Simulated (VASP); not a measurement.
Input:

```xyz
5
Lattice="3.9942 0.0000 0.0000 0.0000 3.9942 0.0000 0.0000 0.0000 3.9942" Properties=species:S:1:pos:R:3 pbc="T T T"
Zn     0.0000     0.0000     0.0000
C      1.9971     1.9971     1.9971
Cr     0.0000     1.9971     1.9971
Cr     1.9971     1.9971     0.0000
Cr     1.9971     0.0000     1.9971
```
Starting moments (μB, in the order of the record's atoms Zn C Cr Cr Cr): 0.0 0.0 3.0 3.0 3.0.

The numbers are results of PBE GGA, VASP's PBE PAW potentials (set 64) (plane waves; VASP), not measurements. Run with 520 eV cut-off, 5×5×5 Γ-centred mesh, Gaussian smearing of 0.050 eV, potentials Zn C Cr_pv.

The moments were started parallel, and other spin orders were not tried in this run.

Task: What does the run give for the cell moment, energy per atom (σ→0), pressure, band gap (on the k-mesh) with the smallest direct gap where there is one?

Result: 
- band gap (on the k-mesh): none (metal, semimetal or under 0.01 eV)
- cell moment: 6.25 μB
- energy per atom (σ→0): -7.585 eV/atom
- pressure: -7.94 GPa

Task: Give the moment on each site (PAW-sphere projection).

Result: 
```tsv
site	moment (μB)
Zn1	-0.07
C2	-0.14
Cr3	2.07
Cr4	2.07
Cr5	2.07
```

The absolute energy has meaning only against runs of the same code, potentials and settings.

The structure was generated: ZnCr3C was put into the cubic-perovskite type (Pm-3m), which need not be its known phase. The cell was not relaxed at this level. The k-mesh is coarse (spacing up to 0.31 per Å, 2π included), so the numbers may not be converged in it.
